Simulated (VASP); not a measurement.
Consider the following.

```yaml
crystal:
  lattice:
    - [3.30636, 0.00000, 0.00000]
    - [0.00000, 3.30636, 0.00000]
    - [0.00000, 0.00000, 3.30636]
  atoms:
    - { symbol: In, position: [0.50000, 0.50000, 0.50000] }
    - { symbol: Pd, position: [0.00000, 0.00000, 0.00000] }
```

The numbers are results of PBE GGA with spin-orbit coupling, VASP's PBE PAW potentials (set 64) (plane waves; VASP), not measurements. Numerical set-up: 400 eV cut-off, 10×10×10 Γ-centred mesh, Gaussian smearing of 0.050 eV, potentials In_d Pd.

Task: Give the energies of bands 15 to 28 at the high-symmetry points, in eV from the Fermi level.

Result: 
```tsv
band	Γ	X	M	R
15	-3.82	-3.81	-2.76	-4.77
16	-3.82	-3.81	-2.76	-4.77
17	-2.40	-3.37	-2.66	-1.73
18	-2.40	-3.37	-2.66	-1.73
19	-2.40	-3.14	-2.36	-1.73
20	-2.40	-3.14	-2.36	-1.73
21	-2.12	-2.35	-2.27	-0.30
22	-2.12	-2.35	-2.27	-0.30
23	3.59	-1.19	-1.76	3.41
24	3.59	-1.19	-1.76	3.41
25	4.30	8.87	1.21	3.76
26	4.30	8.87	1.21	3.76
27	4.30	9.47	2.26	3.76
28	4.30	9.47	2.26	3.76
```

It has no gap at this level: it comes out as a metal or semimetal.

The compound is PdIn in the CsCl type structure. It was relaxed first, which changed the volume by +5 %.
